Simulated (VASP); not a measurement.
# BeSb (P-6m2) in VASP: a series of runs

The runs below take BeSb through single point, relaxation of cell and atoms, with HSE(alpha, omega), PBE, RPBE.

Program: VASP 6.6.1. These are calculated values, not measurements. Logs are shortened: lines on timing, memory, paths and dates and some standing lists are left out, and cuts for length are marked.

## (1) The crystal as given

It takes space group P-6m2 (No. 187, hexagonal). Conventional cell: a = 3.879 Å, b = 3.879 Å, c = 3.038 Å, α = 90.00°, β = 90.00°, γ = 120.00°. Be (site symmetry -6m2) has 6 Sb at 2.71 Å and 2 Be at 3.04 Å as nearest neighbours. Sb (site symmetry -6m2) has 6 Be at 2.71 Å and 2 Sb at 3.04 Å as nearest neighbours.

The cell was built by a generator and needn't be a form met in nature.

## (2) Single point, HSE(alpha, omega)

File POSCAR:

```
BeSb
1.0
    3.8791000000      0.0000000000      0.0000000000
   -1.9395500000      3.3594000000      0.0000000000
    0.0000000000      0.0000000000      3.0375500000
Be Sb
1 1
Direct
    0.0000000000      0.0000000000      0.0000000000
    0.3333300000      0.6666700000      0.5000000000
```

File INCAR.step1:

```
SYSTEM = BeSb
PREC = Accurate ; ENCUT = 520
EDIFF = 1E-5 ; ISMEAR = -1
SIGMA = 0.05 ; LREAL = .FALSE.
LASPH = .TRUE. ; NELM = 100
ALGO = Normal ; ISIF = 2
LWAVE = .TRUE. ; LCHARG = .FALSE.
NBANDS = 10 ; GGA = PE
```

File INCAR.step2:

```
SYSTEM = BeSb
PREC = Accurate ; ENCUT = 520
EDIFF = 1E-6 ; ISMEAR = -1
SIGMA = 0.05 ; LREAL = .FALSE.
LASPH = .TRUE. ; NELM = 100
ALGO = Normal ; ISIF = 2
LWAVE = .FALSE. ; LCHARG = .FALSE.
GGA = PE ; LHFCALC = .TRUE.
HFSCREEN = 0.2 ; AEXX = 0.3
PRECFOCK = Fast ; NBANDS = 10
ISTART = 1
```

File KPOINTS:

```
regular mesh
0
G
  4 4 5
  0 0 0
```

Potentials or basis: VASP PAW PBE potentials, release 64 (Be, Sb).

The run is started by

```bash
$ cat potpaw_PBE.64/Be/POTCAR potpaw_PBE.64/Sb/POTCAR > POTCAR
$ cp INCAR.step1 INCAR
$ mpirun -np 1 vasp_std > vasp.out
$ cp INCAR.step2 INCAR
$ mpirun -np 1 vasp_std > vasp.out
```

OUTCAR:

```text
SYSTEM = BeSb
   PREC = Accurate
   ENCUT = 520
   EDIFF = 1E-6
   ISMEAR = -1
   LREAL = .FALSE.
   LASPH = .TRUE.
   NELM = 100
   ISIF = 2
   GGA = PE
   LHFCALC = .TRUE.
   HFSCREEN = 0.2
   AEXX = 0.3
   PRECFOCK = Fast
   ISTART = 1

 ion  position               nearest neighbor table
   1  0.000  0.000  0.000-   2 2.71   2 2.71   2 2.71   2 2.71   2 2.71   2 2.71
   2  0.333  0.667  0.500-   1 2.71   1 2.71   1 2.71   1 2.71   1 2.71   1 2.71

  LATTYP: Found a hexagonal cell.
 ALAT       =     3.8791000000
 C/A-ratio  =     0.7830553479

  Lattice vectors:

 A1 = (   3.8791000000,   0.0000000000,   0.0000000000)
 A2 = (  -1.9395500000,   3.3594000000,   0.0000000000)
 A3 = (   0.0000000000,   0.0000000000,   3.0375500000)

Analysis of symmetry for initial positions (statically):
=====================================================================
 Subroutine PRICEL returns:
 Original cell was already a primitive cell.

 Routine SETGRP: Setting up the symmetry group for a
 hexagonal supercell.

 Subroutine GETGRP returns: Found  4 space group operations
 (whereof  4 operations were pure point group operations)
 out of a pool of 24 trial point group operations.

The static configuration has the point symmetry C_2v.

Analysis of symmetry for dynamics (positions and initial velocities):
=====================================================================
 Subroutine PRICEL returns:
 Original cell was already a primitive cell.

 Routine SETGRP: Setting up the symmetry group for a
 hexagonal supercell.

 Subroutine GETGRP returns: Found  4 space group operations
 (whereof  4 operations were pure point group operations)
 out of a pool of 24 trial point group operations.

The dynamic configuration has the point symmetry C_2v.

 Subroutine INISYM returns: Found  4 space group operations
 (whereof  4 operations are pure point group operations),
 and found     1 'primitive' translations

----------------------------------------------------------------------------------------

                                     Primitive cell

  volume of cell :      39.5837

  direct lattice vectors                    reciprocal lattice vectors
     3.879100000  0.000000000  0.000000000     0.257791756  0.148836102  0.000000000
    -1.939550000  3.359400000  0.000000000     0.000000000  0.297672203  0.000000000
     0.000000000  0.000000000  3.037550000     0.000000000  0.000000000  0.329212688

  length of vectors
     3.879100000  3.879100741  3.037550000     0.297672260  0.297672203  0.329212688

  position of ions in fractional coordinates (direct lattice)
     0.000000000  0.000000000  0.000000000
     0.333330000  0.666670000  0.500000000

  ion indices of the primitive-cell ions
   primitive index   ion index
                 1           1
                 2           2

----------------------------------------------------------------------------------------

 KPOINTS: regular mesh

Automatic generation of k-mesh.
 Grid dimensions read from file:
 generate k-points for:    4    4    5

 Generating k-lattice:

  Cartesian coordinates                     Fractional coordinates (reciprocal lattice)
     0.064447939  0.037209025  0.000000000     0.250000000  0.000000000  0.000000000
     0.000000000  0.074418051  0.000000000     0.000000000  0.250000000  0.000000000
     0.000000000  0.000000000  0.065842538     0.000000000  0.000000000  0.200000000

  Length of vectors
     0.074418065  0.074418051  0.065842538

  Shift w.r.t. Gamma in fractional coordinates (k-lattice)
     0.000000000  0.000000000  0.000000000

 Subroutine IBZKPT returns following result:
 ===========================================

 Found     21 irreducible k-points:

 Following reciprocal coordinates:
            Coordinates               Weight
  0.000000  0.000000  0.000000      1.000000
  0.250000  0.000000  0.000000      4.000000
 -0.250000  0.250000  0.000000      2.000000
  0.500000  0.000000  0.000000      2.000000
  0.500000  0.500000  0.000000      1.000000
  0.250000  0.250000  0.000000      2.000000
[... 13 lines left out ...]
  0.250000  0.250000  0.400000      4.000000
 -0.250000  0.500000  0.400000      8.000000
   k-points           NKPTS =     21   k-points in BZ     NKDIM =     80   number of bands    NBANDS=     10
   number of dos      NEDOS =    301   number of ions     NIONS =      2
   total plane-waves  NPLWV =  21600
   dimension x,y,z NGX =    30 NGY =   30 NGZ =   24
   dimension x,y,z NGXF=    60 NGYF=   60 NGZF=   48
   ions per type =               1   1
   NGX,Y,Z   is equivalent  to a cutoff of  12.86, 12.86, 13.14 a.u.
   NGXF,Y,Z  is equivalent  to a cutoff of  25.71, 25.71, 26.27 a.u.
 SYSTEM =  BeSb
   PREC   = accura    normal or accurate (medium, high low for compatibility)
   ISTART =      1    job   : 0-new  1-cont  2-samecut
   ICHARG =      0    charge: 1-file 2-atom 10-const
   ISPIN  =      1    spin polarized calculation?
   LNONCOLLINEAR =      F non collinear calculations
   LSORBIT =      F    spin-orbit coupling
   LASPH  =      T    aspherical Exc in radial PAW
   ENCUT  =  520.0 eV  38.22 Ry    6.18 a.u.   7.21  7.21  5.65*2*pi/ulx,y,z
   NELM   =    100;   NELMIN=  2; NELMDL=  0     # of ELM steps
   EDIFF  = 0.1E-05   stopping-criterion for ELM
   LREAL  =      F    real-space projection
   EDIFFG = 0.1E-04   stopping-criterion for IOM
   NSW    =      0    number of steps for IOM
   IBRION =     -1    ionic relax: 0-MD 1-quasi-New 2-CG
   NFREE  =      0    steps in history (QN), initial steepest desc. (CG)
   ISIF   =      2    stress and relaxation
   ISYM   =      3    0-nonsym 1-usesym 2-fastsym
   POTIM  = 0.5000    time-step for ionic-motion
   TEBEG  =    0.0;   TEEND  =   0.0 temperature during run
   PSTRESS=    0.0 pullay stress
   NELECT =       7.0000    total number of electrons
   NUPDOWN=      -1.0000    fix difference up-down
   EMIN   =  10.00;   EMAX   =-10.00  energy-range for DOS
   EFERMI =   0.00;   METHOD = LEGACY
   ISMEAR =    -1;   SIGMA  =   0.05  broadening in eV -4-tet -1-fermi 0-gaus
   EFERMI_NEDOS =   21; number of points for ismear=-14 and -15
   IALGO  =     38    algorithm
   IMIX   =      1    mixing-type and parameters
     AMIX     =   0.40;   BMIX     =  1.00
     AMIX_MAG =   1.60;   BMIX_MAG =  1.00
  volume/ion in A,a.u.               =      19.79       133.56
  Fermi-wavevector in a.u.,A,eV,Ry     =   0.918901  1.736471 11.488478  0.844379
  Thomas-Fermi vector in A             =   2.044035
   LORBIT       =      0    0 simple, 1 ext, 2 COOP (PROOUT), +10 PAW based schemes
   GGA     = PE    functional components
   LHFCALC =     T    Hartree Fock is set to
   PRECFOCK=fast      Normal, Fast or Accurate (Low or Medium for compatibility)
   ENCUT4O =  -1.0   cutoff for four orbital integrals eV
   NKREDX  =     1    reduce k-point grid by
   NKREDY  =     1    reduce k-point grid by
   NKREDZ  =     1    reduce k-point grid by
   AEXX    =    0.3000 exact exchange contribution
   HFSCREEN=    0.2000 screening length (either q_TF or 0.3 A-1)
   HFSCREENC=   0.2000 screening length for correlation (either q_TF or 0.3 A-1)
   ENCUTFOCK=  -1.0 apply spherical cutoff to Coloumb kernel
   IVDW    =     0    specifies the selected vdW correction
   LEPSILON=     F    determine dielectric tensor
   LRPA    =     F    only Hartree local field effects (RPA)
 non-spin polarized calculation
  energy-cutoff  :      520.00
  volume of cell :       39.58
 maximum number of plane-waves:      1097
 NGX is ok and might be reduce to    30
  NGX = 18; NGY = 18; NGZ = 14

 number of electron       7.0000000 magnetization

 Free energy of the ion-electron system (eV)
  ---------------------------------------------------
  ext. energy  EPLUGINS =         0.00000000
  ---------------------------------------------------
  free energy    TOTEN  =        -7.93531869 eV

  energy without entropy =       -7.92315833  energy(sigma->0) =       -7.92923851

 E-fermi :   7.1874     XC(G=0):  -7.7558

 val. band max:        6.7718956728   @ k =   0.5000   0.5000   0.4000
 cond. band min:       7.2338926009   @ k =  -0.2500   0.5000   0.4000
 fundamental gap:      0.4619969281
 Fermi energy:         7.1873694923

 k-point     1 :       0.0000    0.0000    0.0000
  band No.  band energies     occupation
      1      -7.3299      2.00000
      2       5.6145      2.00000
      3       5.6147      2.00000
      4       9.5128      0.00000
      5       9.6863      0.00000
      6      10.7646      0.00000
      7      10.7648      0.00000
      8      14.4960      0.00000
      9      14.6472      0.00000
     10      19.4584      0.00000

 k-point     2 :       0.2500    0.0000    0.0000
  band No.  band energies     occupation
      1      -6.6257      2.00000
      2       1.8121      2.00000
      3       4.3778      2.00000
      4       9.1505      0.00000
      5      10.5480      0.00000
      6      13.4633      0.00000
      7      13.6509      0.00000
      8      15.2391      0.00000
      9      17.0877      0.00000
     10      17.9362      0.00000

 k-point     3 :      -0.2500    0.2500    0.0000
  band No.  band energies     occupation
      1      -6.6257      2.00000
      2       1.8121      2.00000
      3       4.3778      2.00000
      4       9.1506      0.00000
      5      10.5480      0.00000
      6      13.4632      0.00000
      7      13.6509      0.00000
      8      15.2391      0.00000
      9      17.0876      0.00000
     10      17.9362      0.00000

 k-point     4 :       0.5000    0.0000    0.0000
  band No.  band energies     occupation
      1      -5.4980      2.00000
      2      -0.9465      2.00000
      3       3.5692      2.00000
      4       8.4326      0.00000
      5      12.1313      0.00000
      6      14.5833      0.00000
      7      15.9055      0.00000
      8      17.0852      0.00000
      9      17.4019      0.00000
     10      19.2273      0.00000

 k-point     5 :       0.5000    0.5000    0.0000
  band No.  band energies     occupation
      1      -5.4980      2.00000
      2      -0.9466      2.00000
      3       3.5692      2.00000
      4       8.4326      0.00000
      5      12.1314      0.00000
      6      14.5831      0.00000
      7      15.9054      0.00000
      8      17.0852      0.00000
      9      17.4020      0.00000
     10      19.2272      0.00000

 k-point     6 :       0.2500    0.2500    0.0000
  band No.  band energies     occupation
      1      -5.5604      2.00000
      2      -0.1058      2.00000
      3       1.8173      2.00000
      4      12.0410      0.00000
      5      12.2341      0.00000
      6      12.6889      0.00000
      7      14.8551      0.00000
      8      16.0292      0.00000
      9      17.7471      0.00000
     10      18.1707      0.00000
[... 144 lines left out ...]
 k-point    18 :       0.5000    0.0000    0.4000
  band No.  band energies     occupation
      1      -2.5789      2.00000
      2       1.5486      2.00000
      3       2.1582      2.00000
      4       6.4624      2.00000
      5       6.7719      1.99951
      6      10.6692      0.00000
      7      10.9203      0.00000
      8      13.5397      0.00000
      9      20.0977      0.00000
     10      21.2908      0.00000

 k-point    19 :       0.5000    0.5000    0.4000
  band No.  band energies     occupation
      1      -2.5789      2.00000
      2       1.5486      2.00000
      3       2.1582      2.00000
      4       6.4623      2.00000
      5       6.7719      1.99951
      6      10.6693      0.00000
      7      10.9203      0.00000
      8      13.5398      0.00000
      9      20.0976      0.00000
     10      21.2907      0.00000

 k-point    20 :       0.2500    0.2500    0.4000
  band No.  band energies     occupation
      1      -2.6587      2.00000
      2       1.9335      2.00000
      3       2.5188      2.00000
      4       4.8765      2.00000
      5       7.2340      0.56514
      6       9.1269      0.00000
      7      14.3182      0.00000
      8      14.5293      0.00000
      9      17.9601      0.00000
     10      18.8532      0.00000

 k-point    21 :      -0.2500    0.5000    0.4000
  band No.  band energies     occupation
      1      -2.6587      2.00000
      2       1.9335      2.00000
      3       2.5187      2.00000
      4       4.8766      2.00000
      5       7.2339      0.56566
      6       9.1270      0.00000
      7      14.3181      0.00000
      8      14.5294      0.00000
      9      17.9600      0.00000
     10      18.8533      0.00000

------------------------ aborting loop because EDIFF is reached ----------------------------------------

  FORCE on cell =-STRESS in cart. coord.  units (eV):
  Direction    XX          YY          ZZ          XY          YZ          ZX
  --------------------------------------------------------------------------------------
  -------------------------------------------------------------------------------------
  Total       -0.8238398     -0.8239181     -0.5842946     -0.0000675      0.0000000      0.0000000
  in kB      -33.3454981    -33.3486703    -23.6497394     -0.0027324      0.0000000      0.0000000
  external PRESSURE =     -30.1146359 kB  Pullay stress =       0.0000000 kB

 VOLUME and BASIS-vectors are now :
 -----------------------------------------------------------------------------
  energy-cutoff  :      520.00
  volume of cell :       39.58
      direct lattice vectors                 reciprocal lattice vectors
     3.879100000  0.000000000  0.000000000     0.257791756  0.148836102  0.000000000
    -1.939550000  3.359400000  0.000000000     0.000000000  0.297672203  0.000000000
     0.000000000  0.000000000  3.037550000     0.000000000  0.000000000  0.329212688

 POSITION                                       TOTAL-FORCE (eV/Angst)
 -----------------------------------------------------------------------------------
      0.00000      0.00000      0.00000        -0.000051      0.000029      0.000000
     -0.00002      2.23961      1.51877         0.000051     -0.000029      0.000000
 -----------------------------------------------------------------------------------
    total drift:                                0.000000      0.000000      0.000000

  FREE ENERGIE OF THE ION-ELECTRON SYSTEM (eV)
  ---------------------------------------------------
  free  energy   TOTEN  =        -7.9353186852 eV

  energy  without entropy=       -7.9231583260  energy(sigma->0) =       -7.92923851
```

Run time: 2.7 min. Hardware: 1 thread of Intel Xeon Platinum 8375C at 2.90GHz (Ice Lake), shared host; peak memory 0.26 GiB.

Results:

```yaml
Free_energy: -7.9353 eV
Pressure: -3.0 GPa
Band_gap_on_the_k_mesh: none (metal or under the smearing width)
```

Levels at points of the mesh, in eV from the Fermi level:
```tsv
k point	band 1	band 2	band 3	band 4	band 5	band 6
(0.00, 0.00, 0.00)	-14.52	-1.57	-1.57	2.33	2.50	3.58
(0.50, 0.00, 0.00)	-12.69	-8.13	-3.62	1.25	4.94	7.40
(0.50, 0.50, 0.00)	-12.69	-8.13	-3.62	1.25	4.94	7.40
```

Caveat: the k mesh is coarse (spacing up to 0.47 Å⁻¹), so the values aren't converged, least of all with exact exchange; the PAW data sets were made with another functional, which shifts forces and pressure a little. Spin-orbit coupling is left out, which matters for the levels of Sb.

## (3) Single point, HSE(alpha, omega)

POSCAR is that of step 2.

INCAR.step1 is that of step 2.

INCAR.step2: that of step 2 with these lines changed.

```diff
@@ -8,3 +8,3 @@
 GGA = PE ; LHFCALC = .TRUE.
-HFSCREEN = 0.2 ; AEXX = 0.3
+HFSCREEN = 0.2 ; AEXX = 0.4
 PRECFOCK = Fast ; NBANDS = 10
```

KPOINTS is that of step 2.

Potentials or basis: VASP PAW PBE potentials, release 64 (Be, Sb).

The run is started by

```bash
$ cat potpaw_PBE.64/Be/POTCAR potpaw_PBE.64/Sb/POTCAR > POTCAR
$ cp INCAR.step1 INCAR
$ mpirun -np 1 vasp_std > vasp.out
$ cp INCAR.step2 INCAR
$ mpirun -np 1 vasp_std > vasp.out
```

OUTCAR:

```text
SYSTEM = BeSb
   PREC = Accurate
   ENCUT = 520
   EDIFF = 1E-6
   ISMEAR = -1
   LREAL = .FALSE.
   LASPH = .TRUE.
   NELM = 100
   ISIF = 2
   GGA = PE
   LHFCALC = .TRUE.
   HFSCREEN = 0.2
   AEXX = 0.4
   PRECFOCK = Fast
   ISTART = 1

 ion  position               nearest neighbor table
   1  0.000  0.000  0.000-   2 2.71   2 2.71   2 2.71   2 2.71   2 2.71   2 2.71
   2  0.333  0.667  0.500-   1 2.71   1 2.71   1 2.71   1 2.71   1 2.71   1 2.71

[... 468 lines left out ...]

------------------------ aborting loop because EDIFF is reached ----------------------------------------

  FORCE on cell =-STRESS in cart. coord.  units (eV):
  Direction    XX          YY          ZZ          XY          YZ          ZX
  --------------------------------------------------------------------------------------
  -------------------------------------------------------------------------------------
  Total       -1.0810614     -1.0811542     -0.9160030     -0.0000800      0.0000000      0.0000000
  in kB      -43.7567235    -43.7604834    -37.0758712     -0.0032368      0.0000000      0.0000000
  external PRESSURE =     -41.5310260 kB  Pullay stress =       0.0000000 kB

 VOLUME and BASIS-vectors are now :
 -----------------------------------------------------------------------------
  energy-cutoff  :      520.00
  volume of cell :       39.58
      direct lattice vectors                 reciprocal lattice vectors
     3.879100000  0.000000000  0.000000000     0.257791756  0.148836102  0.000000000
    -1.939550000  3.359400000  0.000000000     0.000000000  0.297672203  0.000000000
     0.000000000  0.000000000  3.037550000     0.000000000  0.000000000  0.329212688

 POSITION                                       TOTAL-FORCE (eV/Angst)
 -----------------------------------------------------------------------------------
      0.00000      0.00000      0.00000        -0.000042      0.000024      0.000000
     -0.00002      2.23961      1.51877         0.000042     -0.000024      0.000000
 -----------------------------------------------------------------------------------
    total drift:                               -0.000000     -0.000001      0.000000

  FREE ENERGIE OF THE ION-ELECTRON SYSTEM (eV)
  ---------------------------------------------------
  free  energy   TOTEN  =        -8.5500987060 eV

  energy  without entropy=       -8.5369132873  energy(sigma->0) =       -8.54350600
```

OUTCAR.step1:

```text
SYSTEM = BeSb
   PREC = Accurate
   ENCUT = 520
   EDIFF = 1E-5
   ISMEAR = -1
   LREAL = .FALSE.
[... 491 lines left out ...]
      0.00000      0.00000      0.00000        -0.000065      0.000038      0.000000
     -0.00002      2.23961      1.51877         0.000065     -0.000038      0.000000
 -----------------------------------------------------------------------------------
    total drift:                                0.000001      0.000002     -0.000000

  FREE ENERGIE OF THE ION-ELECTRON SYSTEM (eV)
  ---------------------------------------------------
  free  energy   TOTEN  =        -6.6738879013 eV

  energy  without entropy=       -6.6593615440  energy(sigma->0) =       -6.66662472
```

Run time: 2.6 min. Hardware: 1 thread of Intel Xeon Platinum 8375C at 2.90GHz (Ice Lake), shared host; peak memory 0.26 GiB.

What came out:

- Free energy: -8.5501 eV
- Pressure: -4.2 GPa
- Band gap on the k mesh: none (metal or under the smearing width)

Levels at points of the mesh, in eV from the Fermi level:
```tsv
k point	band 1	band 2	band 3	band 4	band 5	band 6	band 7	band 8
(0.00, 0.00, 0.00)	-15.15	-1.80	-1.80	2.49	2.57	3.72	3.72	7.48
(0.50, 0.00, 0.00)	-13.22	-8.60	-3.91	1.33	5.12	7.66	9.01	10.24
(0.50, 0.50, 0.00)	-13.22	-8.60	-3.91	1.33	5.12	7.66	9.01	10.24
```

Caveat: the k mesh is coarse (spacing up to 0.47 Å⁻¹), so the values aren't converged, least of all with exact exchange; the PAW data sets were made with another functional, which shifts forces and pressure a little.

(Part 1 of 2 ends here.)
